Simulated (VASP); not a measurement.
# A VASP study of TiC (Khamrabaevite) (PBEsol): structure first, properties next, part 2 of 5

How well does PBEsol reproduce what experiment finds for TiC (Khamrabaevite)? The cell is relaxed first, and properties follow on it. Left out of this account: 1 further run (relaxation: it shows nothing beyond the runs told). The start is a cell from a database of measured crystal structures.

VASP 6.6.1; PBEsol; plane waves and PAW (Ti_sv, C).

Still holding for the runs below: The k-mesh is coarse for a metal.

So far. Step 2 (Full relaxation (PBEsol)): It ends with forces that vanish by symmetry and a pressure of -0.04 GPa. The volume lies -2.3 % from that of the database's start, which holds the thermal and zero-point expansion of its experiment. Step 3 (Second relaxation): It ends with forces that vanish by symmetry and a pressure of -0.06 GPa. The volume moved by under 0.01 %: the run met its threshold at the first step.

### Step 4. Single point with fields (PBEsol)

The relaxed cell gets a fresh self-consistent run, on a basis set for its own volume, to fix the density and to check the remaining stress.

INCAR reads:

```
SYSTEM = TiC
PREC = Accurate
ENCUT = 520
EDIFF = 1E-06
NELM = 100
ISMEAR = 0
SIGMA = 0.05
LREAL = .FALSE.
ALGO = Normal
GGA = PS
NBANDS = 14
LASPH = .TRUE.
LORBIT = 11
LWAVE = .FALSE.
LCHARG = .TRUE.
ISIF = 2
LELF = .TRUE.
LVHAR = .TRUE.
```

POSCAR reads:

```
TiC
1.0
    0.0000000000      2.1474690364      2.1474690364
    2.1474690364      0.0000000000      2.1474690364
    2.1474690364      2.1474690364      0.0000000000
Ti C
1 1
Direct
    0.0000000000      0.0000000000      0.0000000000
    0.5000000000      0.5000000000      0.5000000000
```

KPOINTS reads:

```
Automatic mesh
0
Gamma
8 8 8
0 0 0
```

Potentials, in the order of the species: Ti_sv and C (PBE family, release 64).

The run is started by

```bash
$ mpirun -np 2 vasp_std
```

The program printed:

```text
[banner, memory and clock lines left out]
running    2 mpi-ranks, on    1 nodes
 distrk:  each k-point on    2 cores,    1 groups
 distr:  one band on    1 cores,    2 groups

 POSCAR found type information on POSCAR TiC
 POSCAR found :  2 types and       2 ions
 [... a notice as in an earlier step ...]

 LDA part: xc-table for (Slater+PW92), standard interpolation
 POSCAR, INCAR and KPOINTS ok, starting setup
 FFT: planning ... GRIDC
 FFT: planning ... GRID_SOFT
 FFT: planning ... GRID
 WAVECAR not read
 entering main loop
       N       E                     dE             d eps       ncg     rms          rms(c)
DAV:   1     0.114270666865E+03    0.11427E+03   -0.81271E+03   820   0.138E+03
DAV:   2    -0.172122359988E+02   -0.13148E+03   -0.12336E+03   872   0.345E+02
[... 3 cycles as in an earlier step ...]
DAV:   6    -0.203747132667E+02    0.47868E+01   -0.12568E+01  1150   0.602E+01    0.670E+00
[... 1 cycle as in an earlier step ...]
DAV:   8    -0.198076197019E+02    0.35819E-01   -0.11437E-01   934   0.428E+00    0.312E+00
DAV:   9    -0.198031305758E+02    0.44891E-02   -0.10117E-01  1010   0.382E+00    0.802E-01
DAV:  10    -0.198018792824E+02    0.12513E-02   -0.97361E-03  1074   0.130E+00    0.725E-01
[... 1 cycle as in an earlier step ...]
DAV:  12    -0.197995175571E+02    0.11729E-04   -0.37180E-04   938   0.227E-01    0.397E-02
DAV:  13    -0.197995118138E+02    0.57433E-05   -0.14838E-05  1028   0.334E-02    0.526E-03
DAV:  14    -0.197995114666E+02    0.34716E-06   -0.69701E-07   684   0.127E-02
   1 F= -.19799511E+02 E0= -.19799076E+02  d E =-.871180E-03
```

Elapsed: 6.8 s, on 2 MPI ranks of AMD EPYC 7R43, shared host; peak memory 0.18 GiB.

Parts of OUTCAR (step 4):

```text
The static configuration has the point symmetry O_h .

 Found     29 irreducible k-points:

   NELECT =      16.0000    total number of electrons

 E-fermi :   9.5732

  Total       -0.0079582     -0.0079582     -0.0079582      0.0000000      0.0000000      0.0000000
  in kB       -0.6437499     -0.6437499     -0.6437499      0.0000000      0.0000000      0.0000000
  external PRESSURE =      -0.6437499 kB  Pullay stress =       0.0000000 kB

 POSITION                                       TOTAL-FORCE (eV/Angst)
 -----------------------------------------------------------------------------------
      0.00000      0.00000      0.00000         0.000000      0.000000      0.000000
      2.14747      2.14747      2.14747        -0.000000     -0.000000     -0.000000
 -----------------------------------------------------------------------------------
    total drift:                                0.000000     -0.000000     -0.000000

[... 18 parts as in an earlier step ...]
```

This step gave:

- SCF cycles: 14

Valence electrons inside each PAW sphere by angular momentum. Sphere charges, by row:

```
atom  s (e)  p (e)  d (e)  tot (e)
 Ti1  2.206  6.263  1.994    10.46
  C2  0.893  1.506      0    2.399
```

Electrostatic potential energy in the ac plane of the conventional cell at fractional y = 0.000, with atoms of Ti and C within 0.2 Å of it. With pseudopotentials it is smooth inside the atoms' cores, unlike the true potential.

Ten even steps from '_' (-62 eV) to '@' (0 eV), each cell a mean:
```
__..==%%@@**--==--%%@@##::__
::--**@@@@%%**++##@@@@%%++::
**##@@@@@@@@@@@@@@@@@@@@%%##
@@@@@@@@@@@@%%%%%%@@@@@@@@@@
##%%@@@@@@**====++%%@@@@@@%%
--++%%@@##--..__::++%%@@##--
##--##@@**::______==%%@@++==
==--%%@@##::____..==%%@@**--
++##@@@@%%++::::--**@@@@%%**
@@@@@@@@@@%%##**##@@@@@@@@@@
%%%%@@@@@@@@@@@@@@@@@@@@@@%%
==++%%@@@@@@%%##%%@@@@@@**==
__::++%%@@##----++%%@@##--..
____==%%@@++==##--##@@**::__
```
Columns run along a (4.3 Å; values clipped at the 3rd and 97th percentile), rows up along c (4.3 Å), edges of the conventional cell, whose origin can differ from the input's. Atoms in or near the plane, at fractional coordinates: Ti at (0.00, 0.00), Ti at (0.50, 0.50), C at (0.50, 0.00), C at (0.00, 0.50).

ELF in the ac plane of the conventional cell at fractional y = 0.000, with atoms of Ti and C within 0.2 Å of it. It is the smooth field of the valence electrons, not physical close to the nuclei.

Ten even steps from '_' (0.11) to '@' (0.96), each cell a mean:
```
@@##--..++##--::++##--..==%%
++--....++##########--__::==
::..__..--++++**++==::____..
==----........::......::----
####**--__..----::__..==####
==**##--..--##%%++::..++##++
__==##==::++@@@@%%--::**##::
::++##--..==%%@@##--..++##--
######--__::==++--....++####
**++==::____..::..__..--++++
::......::----==----........
--::__..==########**--__..--
%%++::..++##++==**##--..--##
@@%%--::**##::__==##==::++@@
```
Columns run along a (4.3 Å), rows up along c (4.3 Å), edges of the conventional cell, whose origin can differ from the input's. Atoms in or near the plane, at fractional coordinates: Ti at (0.00, 0.00), Ti at (0.50, 0.50), C at (0.50, 0.00), C at (0.00, 0.50).

Valence density in the ac plane of the conventional cell at fractional y = 0.000, with atoms of Ti and C within 0.2 Å of it. It is the smooth field of the valence electrons, not physical close to the nuclei.

Ten even steps from '_' (0 e/Å³) to '@' (13 e/Å³), each cell a mean:
```
%%==..______....________::**
--..______________________::
____________________________
____________________________
____________....____________
..________..==++--__________
__..______--%%@@++..______..
..________::**%%==..______..
____________::--..__________
____________________________
____________________________
..________________________..
++--__________..________..==
@@++..______..__..______--%%
```
Columns run along a (4.3 Å), rows up along c (4.3 Å), edges of the conventional cell, whose origin can differ from the input's. Atoms in or near the plane, at fractional coordinates: Ti at (0.00, 0.00), Ti at (0.50, 0.50), C at (0.50, 0.00), C at (0.00, 0.50).

In this run the pressure is -0.06 GPa, small enough to go on.

### Step 5. Band structure (PBEsol)

Levels along the symmetry lines show where the bands peak and cross; KPOINTS_OPT computes them in the converged potential.

INCAR reads:

```
SYSTEM = TiC
PREC = Accurate
ENCUT = 520
EDIFF = 1E-06
NELM = 100
ISMEAR = 0
SIGMA = 0.05
LREAL = .FALSE.
ALGO = Normal
GGA = PS
NBANDS = 20
LASPH = .TRUE.
LORBIT = 11
LWAVE = .FALSE.
LCHARG = .FALSE.
KPAR = 2
```

POSCAR is that of step 4.

KPOINTS is that of step 4.

KPOINTS_OPT reads:

```
Line mode
16
Line-mode
Reciprocal
  0.00000000   0.00000000   0.00000000 GAMMA
  0.50000000   0.00000000   0.50000000 X

  0.50000000   0.00000000   0.50000000 X
  0.50000000   0.25000000   0.75000000 W

  0.50000000   0.25000000   0.75000000 W
  0.37500000   0.37500000   0.75000000 K

  0.37500000   0.37500000   0.75000000 K
  0.00000000   0.00000000   0.00000000 GAMMA

  0.00000000   0.00000000   0.00000000 GAMMA
  0.50000000   0.50000000   0.50000000 L

  0.50000000   0.50000000   0.50000000 L
  0.62500000   0.25000000   0.62500000 U

  0.62500000   0.25000000   0.62500000 U
  0.50000000   0.25000000   0.75000000 W

  0.50000000   0.25000000   0.75000000 W
  0.50000000   0.50000000   0.50000000 L

  0.50000000   0.50000000   0.50000000 L
  0.37500000   0.37500000   0.75000000 K

  0.62500000   0.25000000   0.62500000 U
  0.50000000   0.00000000   0.50000000 X
```

The run is started by

```bash
$ mpirun -np 2 vasp_std
```

The program printed:

```text
[... set-up lines as in an earlier step ...]
 entering main loop
       N       E                     dE             d eps       ncg     rms          rms(c)
DAV:   1     0.120408223044E+03    0.12041E+03   -0.70252E+03  1176   0.958E+02
DAV:   2    -0.174336722496E+02   -0.13784E+03   -0.12687E+03  1184   0.274E+02
DAV:   3    -0.250008973852E+02   -0.75672E+01   -0.74163E+01  1392   0.628E+01
DAV:   4    -0.251593971380E+02   -0.15850E+00   -0.15826E+00  1368   0.873E+00
DAV:   5    -0.251617906742E+02   -0.23935E-02   -0.23935E-02  1292   0.103E+00    0.189E+01
DAV:   6    -0.204062229140E+02    0.47556E+01   -0.44995E+00  1560   0.421E+01    0.684E+00
DAV:   7    -0.198385353714E+02    0.56769E+00   -0.10825E+00  1420   0.145E+01    0.518E+00
DAV:   8    -0.197992848043E+02    0.39251E-01   -0.13318E-01  1516   0.449E+00    0.168E+00
DAV:   9    -0.198045973696E+02   -0.53126E-02   -0.40981E-02  1380   0.145E+00    0.955E-01
DAV:  10    -0.198019174185E+02    0.26800E-02   -0.32230E-03  1348   0.725E-01    0.695E-01
DAV:  11    -0.197995053438E+02    0.24121E-02   -0.16580E-03  1404   0.703E-01    0.670E-02
DAV:  12    -0.197995115857E+02   -0.62420E-05   -0.19335E-04  1236   0.104E-01    0.295E-02
DAV:  13    -0.197995110077E+02    0.57797E-06   -0.25288E-06  1460   0.242E-02
   1 F= -.19799511E+02 E0= -.19799075E+02  d E =-.872575E-03
 Start KPOINTS_OPT (optional k-point list driver)
k-point batch [1-29\160]
       N       E                     dE             ncg
DAV:   1    -0.126416582706E+04   -0.17430E+05     1184
DAV:   2    -0.516836882991E+04   -0.39042E+04     1196
DAV:   3    -0.536522793683E+04   -0.19686E+03     1488
DAV:   4    -0.536872198504E+04   -0.34940E+01     1280
DAV:   5    -0.536876233804E+04   -0.40353E-01     1392
DAV:   6    -0.536876303424E+04   -0.69620E-03     1344
DAV:   7    -0.536876304876E+04   -0.14517E-04     1372
DAV:   8    -0.536876304905E+04   -0.28778E-06     1116
[...]
k-point batch [146-160\160]
       N       E                     dE             ncg
DAV:   1     0.954589920523E+04   -0.12601E+05      600
DAV:   2     0.752911033139E+04   -0.20168E+04      628
DAV:   3     0.742924055711E+04   -0.99870E+02      800
DAV:   4     0.742762441033E+04   -0.16161E+01      676
DAV:   5     0.742760832687E+04   -0.16083E-01      744
DAV:   6     0.742760806694E+04   -0.25993E-03      744
DAV:   7     0.742760806156E+04   -0.53805E-05      752
DAV:   8     0.742760806145E+04   -0.10555E-06      584
```

Wall time 21 s (2 MPI ranks); peak memory 0.23 GiB.

From OUTCAR (step 5):

```text
   k-points           NKPTS =     29   k-points in BZ     NKDIM =     29   number of bands    NBANDS=     20

   NELECT =      16.0000    total number of electrons

 E-fermi :   9.5731

 k-point     1 :       0.0000    0.0000    0.0000
  band No.  band energies     occupation
      1     -46.6529      2.00000
      2     -22.7659      2.00000
      3     -22.7659      2.00000
      4     -22.7659      2.00000
      5      -2.8814      2.00000
      6      10.2748      0.00000
      7      10.2748      0.00000
      8      10.2748      0.00000
      9      11.3414      0.00000
     10      11.3414      0.00000
    ...

  Total       -0.0329849     -0.0329849     -0.0329849      0.0000000      0.0000000     -0.0000000
  in kB       -2.6681825     -2.6681825     -2.6681825      0.0000000      0.0000000     -0.0000000
  external PRESSURE =      -2.6681825 kB  Pullay stress =       0.0000000 kB

 POSITION                                       TOTAL-FORCE (eV/Angst)
 -----------------------------------------------------------------------------------
      0.00000      0.00000      0.00000         0.000000     -0.000000      0.000000
      2.14747      2.14747      2.14747        -0.000000      0.000000     -0.000000
 -----------------------------------------------------------------------------------
    total drift:                                0.000000     -0.000000     -0.000000

  FREE ENERGIE OF THE ION-ELECTRON SYSTEM (eV)
  ---------------------------------------------------
  free  energy   TOTEN  =       -19.7995110077 eV

  energy  without entropy=      -19.7986384323  energy(sigma->0) =      -19.79907472

[... 7 parts as in an earlier step ...]

[... 9 further parts left out ...]
```

This step gave:

```yaml
scf_cycles: 13
bands: 20
pressure: -0.2668 GPa
```

The electronic bands at the labelled points (eV, zero at the Fermi level; # counts the bands kept, so #1 is VASP's band 5):

```
          point      #1     #2     #3     #4     #5    #6    #7    #8
              Γ  -12.45   0.70   0.70   0.70   1.77  1.77  1.77  1.81
0.53 of the way  -10.79  -3.63  -0.78  -0.38  -0.38  2.37  4.00  4.00
              X  -10.13  -3.43  -1.72   0.03   0.03  2.86  3.68  3.68
0.47 of the way   -9.87  -3.41  -2.43  -1.45   1.16  3.63  3.68  4.11
              W   -9.49  -3.18  -3.18  -2.73   2.91  2.91  3.68  5.41
0.53 of the way   -9.54  -3.40  -3.33  -2.13   2.02  3.25  3.87  5.45
              K   -9.57  -3.54  -3.37  -1.72   1.52  3.28  4.00  5.67
0.47 of the way  -10.37  -3.67  -2.36  -2.22   1.76  2.99  3.86  4.74
              Γ  -12.45   0.70   0.70   0.70   1.77  1.77  1.77  1.81
0.47 of the way  -11.26  -2.47  -1.55  -1.55   1.72  1.72  2.86  5.80
              L   -8.81  -5.96  -2.95  -2.95   3.05  3.05  4.28  8.33
0.47 of the way   -9.06  -5.27  -3.02  -2.61   2.66  3.04  4.03  7.04
              U   -9.57  -3.54  -3.37  -1.72   1.52  3.28  4.00  5.67
0.47 of the way   -9.54  -3.40  -3.33  -2.13   2.02  3.25  3.87  5.45
              W   -9.49  -3.18  -3.18  -2.73   2.91  2.91  3.68  5.41
0.47 of the way   -9.20  -4.82  -3.05  -2.49   2.72  2.85  3.94  6.57
              L   -8.81  -5.96  -2.95  -2.95   3.05  3.05  4.28  8.33
0.47 of the way   -9.06  -5.27  -3.02  -2.61   2.66  3.04  4.03  7.04
              K   -9.57  -3.54  -3.37  -1.72   1.52  3.28  4.00  5.67
      jump to U   -9.57  -3.54  -3.37  -1.72   1.52  3.28  4.00  5.67
0.53 of the way   -9.99  -3.42  -2.26  -0.62   0.44  3.59  3.75  3.76
              X  -10.13  -3.43  -1.72   0.03   0.03  2.86  3.68  3.68
```

Of the projections kept (Ti, C), the largest for each band there; the rest of the weight can lie on other orbitals:

```
point      #1       #2       #3       #4       #5       #6       #7       #8
    Γ  C 0.68  Ti 1.00  Ti 1.00  Ti 1.00   C 0.94   C 0.94   C 0.94  Ti 1.00
    X  C 0.67   C 0.58  Ti 1.00   C 0.79   C 0.79  Ti 1.00  Ti 1.00  Ti 1.00
    W  C 0.70  Ti 0.58  Ti 0.58  Ti 0.54  Ti 0.81  Ti 0.81  Ti 1.00  Ti 0.89
    K  C 0.70  Ti 0.62  Ti 0.50  Ti 0.54  Ti 0.78  Ti 1.00  Ti 0.91  Ti 0.81
    Γ  C 0.68  Ti 1.00  Ti 1.00  Ti 1.00   C 0.94   C 0.94   C 0.94  Ti 1.00
    L  C 0.79  Ti 0.60  Ti 0.63  Ti 0.63  Ti 0.99  Ti 0.99  Ti 0.86  Ti 0.54
```

The electronic bands as a text plot (rows in eV, shown from -8.0 to 1.8 only):

```
    1.6 |               *    *  ***  *         *             *
    1.2 |                     ** * **                         *
    0.8 |*         *            ***
    0.4 | **      *              * *                           *
    0.0 | **   ***                                              *
   -0.4 |   ***   *             *   *                          *
   -0.8 | *  **                     *
   -1.3 |      *   *           *     *                        *
   -1.7 |  *    **      *     **      *        *             *  *
   -2.1 |         * *  * *   *       *        * *           *  *
   -2.5 |          * **   *****        *    **   * ***     *
   -2.9 |   *       **     **         * *****     *  *******  *
   -3.3 |        **********                  ********       *****
   -3.7 |    ****       *    *                 *   *         *
   -4.1 |                *             *      *     *
   -4.5 |                 ***                *              *
   -4.9 |                                            *     *
   -5.3 |                               *   *         *
   -5.8 |                                ***           * **
   -6.2 |                                               *
   -6.6 |
   -7.0 |
   -7.4 |
   -7.8 |
         Γ       X    W  K        Γ      L     U  W     L   K|U X
```

There is no gap at this level.

Of the bands kept, 4 cross the Fermi level on this path.

(Continued in part 3 of 5.)

[Lines on the potential files, build, host, timing and source positions are cut from VASP's logs without a mark.]

[Logs are printed without paths, hosts, clocks, repeated set-up lines and the standing remarks that a program may print on its own settings, such as how far it seeks lower states.]

[Hosts, paths, dates, database ids (printed as entryN), source tags and the programs' standing remarks are cut or masked in the printed files.]

[A measured line is paired with the nearest computed mode of its activity, which favours agreement.]
